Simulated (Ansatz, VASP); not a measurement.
**Two plane-wave programs on KZnI3**

```
CELL_PARAMETERS angstrom
5.69919 0.00000 0.00000
0.00000 5.69919 0.00000
0.00000 0.00000 5.69919
ATOMIC_POSITIONS crystal
K 0.00000 0.00000 0.00000
Zn 0.50000 0.50000 0.50000
I 0.50000 0.50000 0.00000
I 0.50000 0.00000 0.50000
I 0.00000 0.50000 0.50000
```

Alike in both runs: task single point; functional PBE; k mesh 4 × 4 × 4; occupations fermi-dirac, width 0.02 eV; no spin polarisation.

|  | VASP | Ansatz |
| --- | --- | --- |
| version | VASP 6.6.1 | Ansatz 0.2.0 |
| potentials or method | VASP PAW PBE potentials, release 64 (K_sv, Zn, I) | plane waves, PAW |
| plane-wave cutoff (eV) | 520 | 420 |
| valence electrons in the cell | 42 | 72 |

|  | VASP | Ansatz | Ansatz less VASP |
| --- | --- | --- | --- |
| pressure (GPa) | 0.7 | 0.6 | -0.02 |

The two sets of potentials don't hold the same shells in valence.

The runs have no spin-orbit coupling, so splittings on I are missing.
